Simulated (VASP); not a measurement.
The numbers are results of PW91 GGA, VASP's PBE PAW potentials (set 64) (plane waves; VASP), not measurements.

VASP ran on this input.

**KPOINTS**
```
Automatic mesh
0
Gamma
6 6 6
0 0 0
```

INCAR:
```
LORBIT=11
ALGO=Normal   # blocked Davidson
LMAXMIX=4
LEFG=.True.
ISMEAR=-5   # tetrahedra, Bloechl
ISIF=2
ENCUT=520   # plane-wave cut-off (eV)
EDIFF=1E-7   # SCF stop (eV)
LCHARG=.True.
LASPH=.True.   # aspherical one-centre terms
NEDOS=601   # DOS grid
GGA=91   # PW91
LREAL=.False.
PREC=Accurate
LWAVE=.False.
NELM=100
SYSTEM=SrCl2
```

### POSCAR
```
SrCl2
1
    0.0000000000     3.5144264048     3.5144264048
    3.5144264048     0.0000000000     3.5144264048
    3.5144264048     3.5144264048     0.0000000000
Sr Cl
1 2
Direct
  0.0000000000   0.0000000000   0.0000000000
  0.2500000000   0.2500000000   0.2500000000
  0.7500000000   0.7500000000   0.7500000000
```

POTCAR, in this order: Sr_sv Cl (PBE.64 set). Program: vasp_std.

The resulting files:

### OUTCAR
```
 ion  position               nearest neighbor table
   1  0.000  0.000  0.000-   3 3.04   3 3.04   3 3.04   2 3.04   3 3.04   2 3.04   2 3.04   2 3.04
  LATTYP: Found a face centered cubic cell.
 ALAT       =     7.0288528096
 Subroutine PRICEL returns:
 Original cell was already a primitive cell.
 Subroutine GETGRP returns: Found 48 space group operations
The static configuration has the point symmetry O_h .
The dynamic configuration has the point symmetry O_h .
 Subroutine INISYM returns: Found 48 space group operations
 Subroutine IBZKPT returns following result:
 Found     16 irreducible k-points:

 Following reciprocal coordinates:
            Coordinates               Weight
  0.000000  0.000000  0.000000      1.000000
  0.166667  0.000000  0.000000      8.000000
  0.333333  0.000000  0.000000      8.000000
  0.500000  0.000000  0.000000      4.000000
  0.166667  0.166667  0.000000      6.000000
  0.333333  0.166667  0.000000     24.000000
  0.500000  0.166667  0.000000     24.000000
 -0.333333  0.166667  0.000000     24.000000
 -0.166667  0.166667  0.000000     12.000000
  0.333333  0.333333  0.000000      6.000000
  0.500000  0.333333  0.000000     24.000000
 -0.333333  0.333333  0.000000     12.000000
  0.500000  0.500000  0.000000      3.000000
  0.500000  0.333333  0.166667     24.000000
 -0.333333  0.333333  0.166667     24.000000
 -0.333333  0.500000  0.166667     12.000000
   k-points           NKPTS =     16   k-points in BZ     NKDIM =     16   number of bands    NBANDS=     16
   number of dos      NEDOS =    601   number of ions     NIONS =      3
   total plane-waves  NPLWV =  64000
   dimension x,y,z NGX =    40 NGY =   40 NGZ =   40
   dimension x,y,z NGXF=    80 NGYF=   80 NGZF=   80
   ions per type =               1   2
   PREC   = accura    normal or accurate (medium, high low for compatibility)
   ISTART =      0    job   : 0-new  1-cont  2-samecut
   ICHARG =      2    charge: 1-file 2-atom 10-const
   ISPIN  =      1    spin polarized calculation?
   LNONCOLLINEAR =      F non collinear calculations
   LSORBIT =      F    spin-orbit coupling
   INIWAV =      1    electr: 0-lowe 1-rand  2-diag
   ENCUT  =  520.0 eV  38.22 Ry    6.18 a.u.   9.24  9.24  9.24*2*pi/ulx,y,z
   NELM   =    100;   NELMIN=  2; NELMDL= -5     # of ELM steps
   EDIFF  = 0.1E-06   stopping-criterion for ELM
   LREAL  =      F    real-space projection
   NLSPLINE    = F    spline interpolate recip. space projectors
   LMAXMIX     =    4 max onsite mixed and CHGCAR
   VOSKOWN=      0    Vosko Wilk Nusair interpolation
   EDIFFG = 0.1E-05   stopping-criterion for IOM
   NSW    =      0    number of steps for IOM
   NBLOCK =      1;   KBLOCK =      1    inner block; outer block
   IBRION =     -1    ionic relax: 0-MD 1-quasi-New 2-CG
   NFREE  =      0    steps in history (QN), initial steepest desc. (CG)
   ISIF   =      2    stress and relaxation
   ISYM   =      2    0-nonsym 1-usesym 2-fastsym
   TEIN   =    0.0    initial temperature
   TEBEG  =    0.0;   TEEND  =   0.0 temperature during run
   SMASS  =  -3.00    Nose mass-parameter (am)
   PSTRESS=    0.0 pullay stress
   NELECT =      24.0000    total number of electrons
   EFERMI =   0.00;   METHOD = LEGACY
   ISMEAR =    -5;   SIGMA  =   0.20  broadening in eV -4-tet -1-fermi 0-gaus
   IALGO  =     38    algorithm
   LDIAG  =      T    sub-space diagonalisation (order eigenvalues)
   IMIX   =      4    mixing-type and parameters
     AMIX     =   0.40;   BMIX     =  1.00
     AMIX_MAG =   1.60;   BMIX_MAG =  1.00
     AMIN     =   0.10
   GGA     = 91    functional components
   VOSKOWN =     0    Vosko Wilk Nusair interpolation
   LHFCALC =     F    Hartree Fock is set to
   LHFONE  =     F    Hartree Fock one center treatment
...
```

OSZICAR:
```
       N       E                     dE             d eps       ncg     rms          rms(c)
DAV:   1     0.157602167613E+03    0.15760E+03   -0.11541E+04   512   0.134E+03
DAV:   2    -0.330826588886E+01   -0.16091E+03   -0.15849E+03   680   0.251E+02
DAV:   3    -0.128642505798E+02   -0.95560E+01   -0.95479E+01   672   0.669E+01
DAV:   4    -0.132141986024E+02   -0.34995E+00   -0.34987E+00   896   0.106E+01
DAV:   5    -0.132158243393E+02   -0.16257E-02   -0.16257E-02   704   0.745E-01    0.121E+01
DAV:   6    -0.129002445505E+02    0.31558E+00   -0.84636E-01   672   0.523E+00    0.802E+00
DAV:   7    -0.129074460795E+02   -0.72015E-02   -0.45184E-01   784   0.413E+00    0.225E+00
DAV:   8    -0.129140712775E+02   -0.66252E-02   -0.64202E-02   616   0.152E+00    0.351E-01
DAV:   9    -0.129155153905E+02   -0.14441E-02   -0.28210E-03   752   0.319E-01    0.125E-01
DAV:  10    -0.129172347656E+02   -0.17194E-02   -0.15788E-03   560   0.242E-01    0.320E-02
DAV:  11    -0.129173638564E+02   -0.12909E-03   -0.15581E-04   736   0.692E-02    0.420E-02
DAV:  12    -0.129173806367E+02   -0.16780E-04   -0.26205E-05   600   0.283E-02    0.105E-02
DAV:  13    -0.129173846086E+02   -0.39720E-05   -0.85676E-06   728   0.164E-02    0.533E-03
DAV:  14    -0.129173846933E+02   -0.84697E-07   -0.52063E-07   592   0.488E-03
   1 F= -.12917385E+02 E0= -.12917385E+02  d E =0.000000E+00
```

### OUTCAR
```
------------------------ aborting loop because EDIFF is reached ----------------------------------------
  FORCE on cell =-STRESS in cart. coord.  units (eV):
  Direction    XX          YY          ZZ          XY          YZ          ZX
  --------------------------------------------------------------------------------------
  Total        0.0370643      0.0370643      0.0370643      0.0000000      0.0000000     -0.0000000
  in kB        0.6840267      0.6840267      0.6840267      0.0000000      0.0000000     -0.0000000
  external PRESSURE =       0.6840267 kB  Pullay stress =       0.0000000 kB
  volume of cell :       86.81
      direct lattice vectors                 reciprocal lattice vectors
     0.000000000  3.514426405  3.514426405    -0.142270727  0.142270727  0.142270727
     3.514426405  0.000000000  3.514426405     0.142270727 -0.142270727  0.142270727
     3.514426405  3.514426405  0.000000000     0.142270727  0.142270727 -0.142270727
 POSITION                                       TOTAL-FORCE (eV/Angst)
 -----------------------------------------------------------------------------------
      0.00000      0.00000      0.00000        -0.000000      0.000000      0.000000
      1.75721      1.75721      1.75721         0.000000      0.000000      0.000000
      5.27164      5.27164      5.27164        -0.000000     -0.000000     -0.000000
 -----------------------------------------------------------------------------------
    total drift:                               -0.000000     -0.000000      0.000000
  FREE ENERGIE OF THE ION-ELECTRON SYSTEM (eV)
  ---------------------------------------------------
  free  energy   TOTEN  =       -12.9173846933 eV

  energy  without entropy=      -12.9173846933  energy(sigma->0) =      -12.91738469

 total charge

# of ion       s       p       d       tot
------------------------------------------
    1        1.996   5.781   0.146   7.923
    2        1.594   3.578   0.000   5.171
    3        1.594   3.578   0.000   5.171
--------------------------------------------------
tot          5.183  12.937   0.146  18.266

 Electric field gradients after diagonalization (V/A^2)
 (convention: |V_zz| > |V_xx| > |V_yy|)
----------------------------------------------------------------------
 ion       V_xx      V_yy      V_zz     asymmetry (V_yy - V_xx)/ V_zz
----------------------------------------------------------------------
   1       0.000     0.000    -0.000       0.000
   2       0.000     0.000    -0.000       0.000
   3       0.000     0.000    -0.000       0.000
```
(Selected blocks of OUTCAR.)

The compound is SrCl2 in the fluorite structure. It was relaxed first.
